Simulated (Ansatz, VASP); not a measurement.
**One calculation of SiAs3, two programs**

```
Si As
1.0
    -2.66664    2.66664    2.66664
     2.66664   -2.66664    2.66664
     2.66664    2.66664   -2.66664
Si As
1 3
Direct
  0.00000 0.00000 0.00000
  0.00000 0.50000 0.50000
  0.50000 0.00000 0.50000
  0.50000 0.50000 0.00000
```

Alike in both runs: functional PBE; k mesh 4 × 4 × 4; occupations gaussian, width 0.1 eV; no spin polarisation.

Ansatz relaxed the structure, and its values are those at the end. VASP's run is a single point on that final structure, the one shown.

|  | VASP | Ansatz |
| --- | --- | --- |
| version | VASP 6.6.1 | Ansatz 0.2.0 |
| potentials or method | VASP PAW PBE potentials, release 64 (Si, As) | scalar-relativistic, plane waves, PAW |
| plane-wave cutoff (eV) | 520 | 420 |
| valence electrons in the cell | 19 | 49 |

|  | VASP | Ansatz | Ansatz less VASP |
| --- | --- | --- | --- |
| gap on the k mesh at the Fermi level (eV) | none | none | - |
| pressure (GPa) | 0.2 | 0.0 | -0.19 |

A gap of «none» marks a metal or a gap that the smearing closes. With one functional, cell and mesh, what is left measures potentials, basis and numerics. The two sets of potentials don't hold the same shells in valence.

Caveats: the k mesh is coarse (spacing up to 0.42 Å⁻¹), so the values aren't converged.
